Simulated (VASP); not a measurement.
All values below come from PBEsol GGA, VASP's PBE PAW potentials (set 64) (plane waves; VASP 6.6.1).

Gaps are without spin-orbit coupling.

**Question.** Order these relaxed crystals by band gap, smallest first: CdTe, F-43m (216); BeSe, F-43m (216); BaTe, Fm-3m (225); TlCl, Pm-3m (221).

**Answer.** CdTe, F-43m (216) (0.66 eV), BaTe, Fm-3m (225) (1.40 eV), TlCl, Pm-3m (221) (1.80 eV), BeSe, F-43m (216) (2.46 eV)
